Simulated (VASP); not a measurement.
All values below come from PW91 GGA, VASP's PBE PAW potentials (set 64) (plane waves; VASP).

A VASP calculation is set up with these files.

### POSCAR
```
PbO2
1.0
  4.9696688121   0.0000000000   0.0000000000
  0.0000000000   4.9696688121   0.0000000000
  0.0000000000   0.0000000000   3.3774512108
Pb O
2 4
Cartesian
  4.9696688121   0.0000000000   0.0000000000
  2.4848344061   2.4848344061   1.6887256054
  1.5306133257   1.5306133257   0.0000000000
  4.0154477318   0.9542210803   1.6887256054
  0.9542210803   4.0154477318   1.6887256054
  3.4390554864   3.4390554864   0.0000000000
```

INCAR:
```
ALGO = Normal
LCHARG = .False.
NELM = 100
PREC = Accurate
SIGMA = 0.05   ! width (eV)
GGA = 91   ! PW91
IBRION = 2   ! conjugate gradients
EDIFF = 1E-7   ! SCF stop (eV)
ISIF = 4   ! ions and shape, fixed volume
ENCUT = 520
LASPH = .True.   ! aspherical one-centre terms
SYSTEM = PbO2
EDIFFG = -0.01   ! ionic stop
LREAL = .False.   ! projection in real space or not
LWAVE = .False.
ISMEAR = 0   ! Gaussian
LMAXMIX = 4
NSW = 30   ! most ionic steps
```

### KPOINTS
```
Automatic mesh
0
Gamma
5 5 7
0 0 0
```

POTCAR, in this order: Pb_d O (PBE.64 set). Program: vasp_std.

The run wrote:

### OSZICAR
```
       N       E                     dE             d eps       ncg     rms          rms(c)
DAV:   1     0.691836645985E+03    0.69184E+03   -0.26466E+04  1488   0.204E+03
DAV:   2     0.538823195603E+02   -0.63795E+03   -0.61586E+03  1643   0.551E+02
DAV:   3    -0.347566540156E+02   -0.88639E+02   -0.87129E+02  1937   0.230E+02
DAV:   4    -0.381480737007E+02   -0.33914E+01   -0.33807E+01  1767   0.485E+01
DAV:   5    -0.382968637190E+02   -0.14879E+00   -0.14877E+00  2056   0.971E+00    0.146E+01
DAV:   6    -0.320446689932E+02    0.62522E+01   -0.27721E+01  2287   0.624E+01    0.449E+00
DAV:   7    -0.320861301257E+02   -0.41461E-01   -0.18931E+00  1587   0.105E+01    0.277E+00
DAV:   8    -0.320811379414E+02    0.49922E-02   -0.52292E-01  2341   0.711E+00    0.126E+00
DAV:   9    -0.320474529182E+02    0.33685E-01   -0.14163E-01  2455   0.476E+00    0.125E-01
DAV:  10    -0.320490130657E+02   -0.15601E-02   -0.11066E-02  1656   0.620E-01    0.105E-01
DAV:  11    -0.320489979642E+02    0.15102E-04   -0.30469E-04  2346   0.180E-01    0.387E-02
DAV:  12    -0.320489856507E+02    0.12314E-04   -0.48334E-05  2300   0.485E-02    0.117E-02
DAV:  13    -0.320489835750E+02    0.20757E-05   -0.73679E-06  2373   0.275E-02    0.139E-03
DAV:  14    -0.320489836882E+02   -0.11323E-06   -0.55814E-07  1775   0.905E-03    0.814E-04
DAV:  15    -0.320489837337E+02   -0.45527E-07   -0.16016E-07  1291   0.333E-03
   1 F= -.32048984E+02 E0= -.32048940E+02  d E =-.320490E+02
       N       E                     dE             d eps       ncg     rms          rms(c)
DAV:   1    -0.320808672067E+02   -0.31884E-01   -0.41957E+00  1488   0.149E+01    0.958E-01
DAV:   2    -0.320733566962E+02    0.75105E-02   -0.17545E-01  1889   0.375E+00    0.571E-01
DAV:   3    -0.320616736081E+02    0.11683E-01   -0.15658E-02  2170   0.165E+00    0.117E-01
DAV:   4    -0.320617453754E+02   -0.71767E-04   -0.41607E-03  2113   0.493E-01    0.456E-02
DAV:   5    -0.320617273485E+02    0.18027E-04   -0.28534E-04  1773   0.173E-01    0.116E-02
DAV:   6    -0.320617258561E+02    0.14923E-05   -0.48940E-05  2191   0.777E-02    0.632E-03
DAV:   7    -0.320617263825E+02   -0.52635E-06   -0.36588E-06  2015   0.213E-02    0.269E-03
DAV:   8    -0.320617266807E+02   -0.29820E-06   -0.61535E-07  1652   0.648E-03    0.570E-04
DAV:   9    -0.320617266928E+02   -0.12127E-07   -0.44922E-08  1045   0.206E-03
   2 F= -.32061727E+02 E0= -.32061682E+02  d E =-.127430E-01
       N       E                     dE             d eps       ncg     rms          rms(c)
DAV:   1    -0.320650544593E+02   -0.33278E-02   -0.54085E-01  1502   0.535E+00    0.342E-01
DAV:   2    -0.320641342980E+02    0.92016E-03   -0.22638E-02  1889   0.137E+00    0.204E-01
DAV:   3    -0.320626342771E+02    0.15000E-02   -0.20308E-03  2192   0.591E-01    0.404E-02
DAV:   4    -0.320626472905E+02   -0.13013E-04   -0.52465E-04  2097   0.172E-01    0.161E-02
DAV:   5    -0.320626452537E+02    0.20369E-05   -0.33083E-05  1779   0.583E-02    0.375E-03
DAV:   6    -0.320626451176E+02    0.13609E-06   -0.56381E-06  2096   0.236E-02    0.211E-03
DAV:   7    -0.320626451888E+02   -0.71228E-07   -0.36015E-07  1460   0.586E-03
   3 F= -.32062645E+02 E0= -.32062601E+02  d E =-.136615E-01
       N       E                     dE             d eps       ncg     rms          rms(c)
DAV:   1    -0.320653695790E+02   -0.27245E-02   -0.31049E-01  1496   0.414E+00    0.282E-01
DAV:   2    -0.320645170123E+02    0.85257E-03   -0.81665E-03  2357   0.931E-01    0.167E-01
DAV:   3    -0.320638197372E+02    0.69728E-03   -0.77906E-04  2265   0.356E-01    0.230E-02
DAV:   4    -0.320638226981E+02   -0.29609E-05   -0.14648E-04  2188   0.932E-02    0.728E-03
DAV:   5    -0.320638234100E+02   -0.71181E-06   -0.27695E-06  1927   0.170E-02    0.290E-03
DAV:   6    -0.320638236722E+02   -0.26228E-06   -0.51230E-07  1804   0.608E-03    0.924E-04
DAV:   7    -0.320638236925E+02   -0.20283E-07   -0.32490E-08   940   0.179E-03
   4 F= -.32063824E+02 E0= -.32063779E+02  d E =-.117850E-02
       N       E                     dE             d eps       ncg     rms          rms(c)
DAV:   1    -0.320650526623E+02   -0.12290E-02   -0.19155E-01  1496   0.325E+00    0.221E-01
DAV:   2    -0.320645263396E+02    0.52632E-03   -0.50372E-03  2357   0.732E-01    0.131E-01
DAV:   3    -0.320640966270E+02    0.42971E-03   -0.47924E-04  2273   0.279E-01    0.181E-02
DAV:   4    -0.320640983602E+02   -0.17333E-05   -0.90044E-05  2219   0.730E-02    0.572E-03
DAV:   5    -0.320640988186E+02   -0.45840E-06   -0.16399E-06  1895   0.133E-02    0.231E-03
DAV:   6    -0.320640989871E+02   -0.16844E-06   -0.27728E-07  1457   0.472E-03    0.675E-04
DAV:   7    -0.320640989999E+02   -0.12776E-07   -0.48964E-08   884   0.224E-03
   5 F= -.32064099E+02 E0= -.32064054E+02  d E =-.145381E-02
```

OUTCAR:
```
------------------------ aborting loop because EDIFF is reached ----------------------------------------
  FORCE on cell =-STRESS in cart. coord.  units (eV):
  Direction    XX          YY          ZZ          XY          YZ          ZX
  --------------------------------------------------------------------------------------
  Total        4.3191510      4.3191510      4.3317929      0.0000000      0.0000000      0.0000000
  in kB       82.9592828     82.9592828     83.2020995      0.0000000      0.0000000      0.0000000
  external PRESSURE =      83.0402217 kB  Pullay stress =       0.0000000 kB
  volume of cell :       83.41
      direct lattice vectors                 reciprocal lattice vectors
     4.930080336  0.000000000  0.000000000     0.202836451 -0.000000000  0.000000000
     0.000000000  4.930080336  0.000000000    -0.000000000  0.202836451  0.000000000
     0.000000000  0.000000000  3.431910763     0.000000000  0.000000000  0.291382868
 POSITION                                       TOTAL-FORCE (eV/Angst)
 -----------------------------------------------------------------------------------
      0.00000      0.00000      0.00000        -0.000000      0.000000     -0.000000
      2.46504      2.46504      1.71596        -0.000000      0.000000     -0.000000
      1.51372      1.51372      0.00000        -0.000034     -0.000034     -0.000000
      3.97876      0.95132      1.71596        -0.000034      0.000034      0.000000
      0.95132      3.97876      1.71596         0.000034     -0.000034     -0.000000
      3.41636      3.41636      0.00000         0.000034      0.000034      0.000000
 -----------------------------------------------------------------------------------
    total drift:                               -0.000000     -0.000000     -0.000000
  FREE ENERGIE OF THE ION-ELECTRON SYSTEM (eV)
  ---------------------------------------------------
  free  energy   TOTEN  =       -32.0640989999 eV

  energy  without entropy=      -32.0640081286  energy(sigma->0) =      -32.06405356

 reached required accuracy - stopping structural energy minimisation
```
(Selected blocks of OUTCAR.)

**CONTCAR**
```
PbO2
   1.00000000000000
     4.9300803363626473    0.0000000000000000    0.0000000000000000
     0.0000000000000000    4.9300803363626473    0.0000000000000000
     0.0000000000000000    0.0000000000000000    3.4319107625381489
  Pb              O
     2     4
Direct
     0.0000000000000000    0.0000000000000000    0.0000000000000000
     0.5000000000000000    0.5000000000000000    0.5000000000000000
     0.3070375172637979    0.3070375172637979    0.0000000000000000
     0.8070375172637979    0.1929624827362021    0.5000000000000000
     0.1929624827362021    0.8070375172637979    0.5000000000000000
     0.6929624827362021    0.6929624827362021    0.0000000000000000
```

The compound is PbO2 in the rutile structure. This cell is one point of a volume scan, at 0.94 of the reference volume. Symmetry was kept, so distortions that lower it aren't found.
